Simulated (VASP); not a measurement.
Here is the system:

```
ZnF2
1.0
    4.73935     0.00000     0.00000
    0.00000     4.73935     0.00000
    0.00000     0.00000     3.16310
Zn F
2 4
Direct
  0.00000   0.00000   0.00000
  0.50000   0.50000   0.50000
  0.30303   0.30303   0.00000
  0.80303   0.19697   0.50000
  0.19697   0.80303   0.50000
  0.69697   0.69697   0.00000
```

Computed with optB86b-vdW, VASP's PBE PAW potentials (set 64) (plane waves; VASP). Settings: 520 eV cut-off, Gaussian smearing of 0.050 eV, potentials Zn F.

Q: Give the energies of bands 15 to 28 at the high-symmetry points, in eV from the valence-band maximum.

A: 
| band | Γ | X | M | Z | R | A |
|---|---|---|---|---|---|---|
| 15 | -2.94 | -2.71 | -2.93 | -2.83 | -2.99 | -2.84 |
| 16 | -2.94 | -2.71 | -2.93 | -2.83 | -2.99 | -2.84 |
| 17 | -2.89 | -2.12 | -2.49 | -2.70 | -2.85 | -2.48 |
| 18 | -2.49 | -2.12 | -2.49 | -2.70 | -2.85 | -2.48 |
| 19 | -1.91 | -1.91 | -2.06 | -1.63 | -2.36 | -1.38 |
| 20 | -1.58 | -1.91 | -2.06 | -1.63 | -2.36 | -1.38 |
| 21 | -1.41 | -1.50 | -1.57 | -1.29 | -1.65 | -1.38 |
| 22 | -1.41 | -1.50 | -1.57 | -1.29 | -1.65 | -1.38 |
| 23 | -1.06 | -0.61 | -1.17 | -1.26 | -1.26 | -1.22 |
| 24 | -0.34 | -0.61 | -1.17 | -1.26 | -1.26 | -1.22 |
| 25 | -0.34 | -0.42 | -0.35 | -1.22 | -0.05 | -0.76 |
| 26 | 0.00 | -0.42 | -0.35 | -1.22 | -0.05 | -0.76 |
| 27 | 3.46 | 6.03 | 6.91 | 8.12 | 8.59 | 7.95 |
| 28 | 9.16 | 6.03 | 6.91 | 8.12 | 8.59 | 7.95 |

The gap is direct, 3.46 eV, from the valence maximum at Γ to the conduction minimum at Γ.

Measured: gap 7.50 eV (computed value off by -4.04 eV), as given by Dominik Kurzydłowski et al., Inorganic Chemistry (2020), arXiv:1912.01850 [midpoint of the printed range].

The compound is ZnF2 in the rutile structure. It was relaxed first.
